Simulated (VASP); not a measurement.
Data:

```xyz
2
Lattice="0.0000 3.0404 3.0404 3.0404 0.0000 3.0404 3.0404 3.0404 0.0000" Properties=species:S:1:pos:R:3 pbc="T T T"
Cu     0.0000     3.0404     3.0404
I      1.5202     1.5202     1.5202
```

Method: PBE GGA, VASP's PBE PAW potentials (set 64) (plane waves; VASP 6.6.1). Run with 520 eV cut-off, Gaussian smearing of 0.050 eV, potentials Cu I.

Unless said otherwise, spin-orbit coupling is left out, though it shifts the bands of the heavy elements here.

### Question
Estimate the band gap (along the path) with the smallest direct gap where there is one.

### Answer

```json
{
 "band gap (along the path)": "1.12 eV",
 "smallest direct gap (along the path)": "1.12 eV"
}
```

The compound is CuI in the zinc blende structure. It was relaxed first.
